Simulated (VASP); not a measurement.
Given:

```yaml
crystal:
  lattice:
    - [0.00000, 3.38745, 3.38745]
    - [3.38745, 0.00000, 3.38745]
    - [3.38745, 3.38745, 0.00000]
  atoms:
    - { symbol: Y, position: [0.00000, 0.00000, 0.00000] }
    - { symbol: Te, position: [0.25000, 0.25000, 0.25000] }
```

Computed with PBEsol GGA, VASP's PBE PAW potentials (set 64) (plane waves; VASP). Numerical set-up: 400 eV cut-off, 11×11×11 Γ-centred mesh, tetrahedra with Blöchl corrections, potentials Y_sv Te.

Unless said otherwise, spin-orbit coupling is left out, though it shifts the bands of the heavy elements here.

Q: Predict the energy per atom (σ→0), band gap (on the k-mesh) with the smallest direct gap where there is one.

A: 
```
Quantity                                                     Value
------------------------  ----------------------------------------
band gap (on the k-mesh)  none (metal, semimetal or under 0.01 eV)
energy per atom (σ→0)                               -6.025 eV/atom
```

The absolute energy has meaning only against runs of the same code, potentials and settings.

The structure was generated: YTe was put into the zinc blende type (F-43m), which need not be its known phase. It was relaxed first, which changed the volume by -28 %. The electron count is odd and the run is not spin-polarised, which forces a metal.
